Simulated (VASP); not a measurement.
All values below come from PBEsol GGA, VASP's PBE PAW potentials (set 64) (plane waves; VASP).

VASP ran on this input.

POSCAR:
```
MgS
1
    0.0000000000     2.5889242684     2.5889242684
    2.5889242684     0.0000000000     2.5889242684
    2.5889242684     2.5889242684     0.0000000000
Mg S
1 1
Direct
  0.0000000000   0.0000000000   0.0000000000
  0.5000000000   0.5000000000   0.5000000000
```

### INCAR
```
ISMEAR = 0   # Gaussian
LREAL = .FALSE.
GGA = PS
LWAVE = .FALSE.
SYSTEM = MgS
LASPH = .TRUE.
PREC = Accurate
ICHARG = 11
EDIFF = 1E-7
LORBIT = 11
LCHARG = .FALSE.
ENCUT = 400
NELM = 100
ALGO = Normal   # blocked Davidson
SIGMA = 0.05
```

### KPOINTS
```
k-points along high-symmetry lines
15
Line-mode
Reciprocal
  0.000000   0.000000   0.000000 ! GAMMA
  0.500000   0.000000   0.500000 ! X

  0.500000   0.000000   0.500000 ! X
  0.625000   0.250000   0.625000 ! U

  0.375000   0.375000   0.750000 ! K
  0.000000   0.000000   0.000000 ! GAMMA

  0.000000   0.000000   0.000000 ! GAMMA
  0.500000   0.500000   0.500000 ! L

  0.500000   0.500000   0.500000 ! L
  0.500000   0.250000   0.750000 ! W

  0.500000   0.250000   0.750000 ! W
  0.500000   0.000000   0.500000 ! X
```

POTCAR, in this order: Mg S (PBE.64 set). Program: vasp_std. Read from the step before: CHGCAR.

What VASP printed:

### OSZICAR
```
       N       E                     dE             d eps       ncg     rms          rms(c)
DAV:   1     0.164454269534E+02    0.16445E+02   -0.32310E+03  1512   0.645E+02
DAV:   2    -0.738175162722E+01   -0.23827E+02   -0.21912E+02  2024   0.914E+01
DAV:   3    -0.803075682795E+01   -0.64901E+00   -0.64901E+00  1784   0.204E+01
DAV:   4    -0.803317814203E+01   -0.24213E-02   -0.24213E-02  2472   0.137E+00
DAV:   5    -0.803318205270E+01   -0.39107E-05   -0.39107E-05  1896   0.346E-02
DAV:   6    -0.803318208085E+01   -0.28149E-07   -0.28149E-07  2408   0.225E-03
   1 F= -.80331821E+01 E0= -.80331821E+01  d E =-.167148E-13
```

File OUTCAR:
```
 val. band max:        3.8081009392   @ k =   0.0000   0.0000   0.0000

 cond. band min:       6.5428806525   @ k =   0.5000   0.0000   0.5000



 k-point     1 :       0.0000    0.0000    0.0000
  band No.  band energies     occupation
      1      -8.9608      2.00000
      2       3.8081      2.00000
      3       3.8081      2.00000
      4       3.8081      2.00000
      5       7.5171      0.00000
      6      11.6528      0.00000
      7      11.6528      0.00000
      8      11.6528      0.00000

 k-point     2 :       0.0357    0.0000    0.0357
  band No.  band energies     occupation
      1      -8.9434      2.00000
      2       3.6958      2.00000
      3       3.7771      2.00000
      4       3.7771      2.00000
      5       7.6444      0.00000
      6      11.5437      0.00000
      7      11.7137      0.00000
      8      11.7137      0.00000

 k-point     3 :       0.0714    0.0000    0.0714
  band No.  band energies     occupation
      1      -8.8918      2.00000
      2       3.3994      2.00000
      3       3.6879      2.00000
      4       3.6879      2.00000
      5       7.9819      0.00000
      6      11.2571      0.00000
      7      11.8918      0.00000
      8      11.8918      0.00000

 k-point     4 :       0.1071    0.0000    0.1071
  band No.  band energies     occupation
      1      -8.8072      2.00000
      2       2.9955      2.00000
      3       3.5510      2.00000
      4       3.5510      2.00000
      5       8.4377      0.00000
      6      10.8711      0.00000
      7      12.1738      0.00000
      8      12.1738      0.00000

 k-point     5 :       0.1429    0.0000    0.1429
  band No.  band energies     occupation
      1      -8.6916      2.00000
      2       2.5432      2.00000
      3       3.3801      2.00000
      4       3.3801      2.00000
      5       8.9082      0.00000
      6      10.4484      0.00000
      7      11.9960      0.00000
      8      12.5416      0.00000
...
```

The density is held fixed in this step, so its total energy and stress have no physical meaning.

The structure was generated: MgS was put into the rock salt type (Fm-3m), which need not be its known phase. It was relaxed first, which changed the volume by -7 %.
